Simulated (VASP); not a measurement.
VASP input:

### KPOINTS
```
Automatic
0
Gamma
 15 15 15
0 0 0
```

**INCAR**
```
SYSTEM = Tc
PREC = Accurate
ENCUT = 400
EDIFF = 1E-6
NELM = 100
ALGO = Normal
LREAL = .FALSE.
LASPH = .TRUE.
ISMEAR = 1
SIGMA = 0.1
GGA = PS
LMAXMIX = 4
LWAVE = .FALSE.
LCHARG = .FALSE.
IBRION = 2
ISIF = 3
NSW = 60
EDIFFG = -0.01
```

### POSCAR
```
Tc
1.0
  0.0000000000   1.9259380000   1.9259380000
  1.9259380000   0.0000000000   1.9259380000
  1.9259380000   1.9259380000   0.0000000000
Tc
1
Cartesian
  0.0000000000   0.0000000000   0.0000000000
```

POTCAR, in this order: Tc_pv (PBE.64 set). Program: vasp_std.

Problem. Write an equivalent input for Quantum ESPRESSO's pw.x.

Solution. One equivalent input (not run):
```
&CONTROL
  calculation = 'vc-relax'
  pseudo_dir = './pseudo'
  outdir = './out'
  tprnfor = .true.
  tstress = .true.
  nstep = 60
  forc_conv_thr = 0.00039
/
&SYSTEM
  ibrav = 0
  nat = 1
  ntyp = 1
  ecutwfc = 84
  occupations = 'smearing'
  smearing = 'methfessel-paxton'
  degauss = 0.00735
  input_dft = 'pbesol'
/
&ELECTRONS
  conv_thr = 7.3e-08
  electron_maxstep = 100
/
&IONS
/
&CELL
/
ATOMIC_SPECIES
  Tc 97.907 Tc.upf
CELL_PARAMETERS angstrom
     0.0000000    1.9259380    1.9259380
     1.9259380    0.0000000    1.9259380
     1.9259380    1.9259380    0.0000000
ATOMIC_POSITIONS crystal
  Tc   0.0000000  0.0000000  0.0000000
K_POINTS automatic
  15 15 15 0 0 0
```
What does not carry over: the potentials are each code's own (VASP's PAW set, PseudoDojo norm-conserving files in pw.x), so ENCUT and ecutwfc are chosen apart and not converted; conv_thr bounds pw.x's estimated SCF error, while EDIFF bounds the energy change between steps; forc_conv_thr acts on force components and is met together with etot_conv_thr.

The structure was generated: Tc was put into the fcc type (Fm-3m), which need not be its known phase. This run relaxes it. Symmetry was kept, so distortions that lower it aren't found.
